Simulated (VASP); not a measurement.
Level of theory: PBE GGA, VASP's PBE PAW potentials (set 64) (plane waves; VASP 6.6.1).

A VASP calculation is set up with these files.

**INCAR**
```
ALGO  =  Normal
EDIFF  =  1E-7
ENCUT  =  600
GGA  =  PE
ISIF  =  2
ISMEAR  =  0
LASPH  =  .True.
LCHARG  =  .False.
LREAL  =  .False.
LWAVE  =  .False.
NELM  =  100
PREC  =  Accurate
SIGMA  =  0.05
SYSTEM  =  SiC
```

### POSCAR
```
SiC
1
   -0.0000000000     2.1896998039     2.1896998039
    2.1896998039     0.0000000000     2.1896998039
    2.1896998039     2.1896998039    -0.0000000000
Si C
1 1
Direct
  0.0000000000   0.0000000000   0.0000000000
  0.2500000000   0.2500000000   0.2500000000
```

### KPOINTS
```
K-points
0
gamma
10 10 10
0 0 0
```

POTCAR, in this order: Si C (PBE.64 set). Program: vasp_std.

What will the output report for the number of irreducible k-points (NKPTS), number of bands (NBANDS), largest plane-wave count, number of space-group operations, FFT grid (NGX, NGY, NGZ)?

number of irreducible k-points (NKPTS): 47
number of bands (NBANDS): 8
largest plane-wave count: 725
number of space-group operations: 24
FFT grid (NGX, NGY, NGZ): 28 × 28 × 28

The compound is SiC in the zinc blende structure. It was relaxed first.
